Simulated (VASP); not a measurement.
InP:

```
In P
1.0
     0.00000    2.95228    2.95228
     2.95228    0.00000    2.95228
     2.95228    2.95228    0.00000
In P
1 1
Direct
  0.00000 0.00000 0.00000
  0.75000 0.75000 0.75000
```

The cell is a database's computed one.

Base run:

```yaml
Program: VASP 6.6.1
Functional: PBE
Potentials_or_basis: VASP PAW PBE potentials, release 64 (In_d, P)
Cutoff: 450 eV
k_mesh: 10 × 10 × 10
Occupations: gaussian, width 0.02 eV
Spin: no spin polarisation
```

Its results: band gap on the k mesh 0.59 eV, direct.

Q: The run is repeated on the same cell with these changes: functional from PBE to r2SCAN. What comes out?

A: Band gap on the k mesh 1.04 eV, direct.

r2SCAN gives the wider gap, since meta-GGAs in the generalised Kohn-Sham scheme recover part of the derivative discontinuity.

Caveats: spin-orbit coupling is left out, which moves the levels of the heavy elements.
